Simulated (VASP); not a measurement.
OSZICAR of a VASP run on NiSb (NiAs type):

OSZICAR:
```
       N       E                     dE             d eps       ncg     rms          rms(c)
DAV:   1     0.152654417945E+03    0.15265E+03   -0.10660E+04  1528   0.133E+03
DAV:   2    -0.133641240943E+02   -0.16602E+03   -0.16144E+03  1535   0.298E+02
DAV:   3    -0.214539399909E+02   -0.80898E+01   -0.77963E+01  1779   0.796E+01
DAV:   4    -0.216896380321E+02   -0.23570E+00   -0.23408E+00  1726   0.132E+01
DAV:   5    -0.216971841915E+02   -0.75462E-02   -0.75441E-02  1790   0.248E+00    0.133E+01
RMM:   6    -0.242575127246E+02   -0.25603E+01   -0.33190E+01  1583   0.704E+01    0.185E+01
RMM:   7    -0.203520913606E+02    0.39054E+01   -0.10667E+01  1520   0.441E+01    0.287E+00
RMM:   8    -0.203099646959E+02    0.42127E-01   -0.58740E-01  1525   0.558E+00    0.197E+00
RMM:   9    -0.202890128579E+02    0.20952E-01   -0.17775E-01  1633   0.561E+00    0.241E-01
RMM:  10    -0.202905076348E+02   -0.14948E-02   -0.19218E-02  1718   0.119E+00    0.194E-01
RMM:  11    -0.202903159928E+02    0.19164E-03   -0.39458E-03  1694   0.656E-01    0.920E-02
RMM:  12    -0.202906655409E+02   -0.34955E-03   -0.22415E-03  1682   0.556E-01    0.148E-01
RMM:  13    -0.202904491480E+02    0.21639E-03   -0.92035E-04  1693   0.380E-01    0.169E-02
RMM:  14    -0.202904749818E+02   -0.25834E-04   -0.28997E-04  1807   0.103E-01    0.247E-02
RMM:  15    -0.202904781758E+02   -0.31941E-05   -0.45336E-05  1905   0.525E-02    0.227E-02
RMM:  16    -0.202904762506E+02    0.19252E-05   -0.12889E-05  1549   0.363E-02    0.173E-02
RMM:  17    -0.202904799764E+02   -0.37258E-05   -0.92307E-06  1473   0.258E-02    0.357E-02
RMM:  18    -0.202904772631E+02    0.27133E-05   -0.34531E-05  1896   0.596E-02    0.249E-02
RMM:  19    -0.202904745222E+02    0.27409E-05   -0.25656E-06  1089   0.175E-02    0.169E-02
RMM:  20    -0.202904748068E+02   -0.28455E-06   -0.14199E-06   893   0.708E-03
   1 F= -.20290475E+02 E0= -.20290701E+02  d E =0.678941E-03
```

Which electronic solver shows in the log?

It is blocked Davidson (ALGO = Normal, or the opening steps of other solvers) and then RMM-DIIS (ALGO = Fast or VeryFast). The INCAR had ALGO = Fast.

How was spin treated?

Without spin polarisation: there is no mag entry.

Can the final energy be trusted as converged?

Self-consistency was reached. It stopped with EDIFF = 1E-6, NELM = 100 (PBE GGA, plane waves, VASP's PBE PAW potentials (set 64)).

The compound is NiSb in the NiAs type structure. The cell was not relaxed at this level. The run is one of a series of settings (ALGO = Fast against the base run), some of them coarse on purpose. The run is not spin-polarised, so no magnetic state was tried.
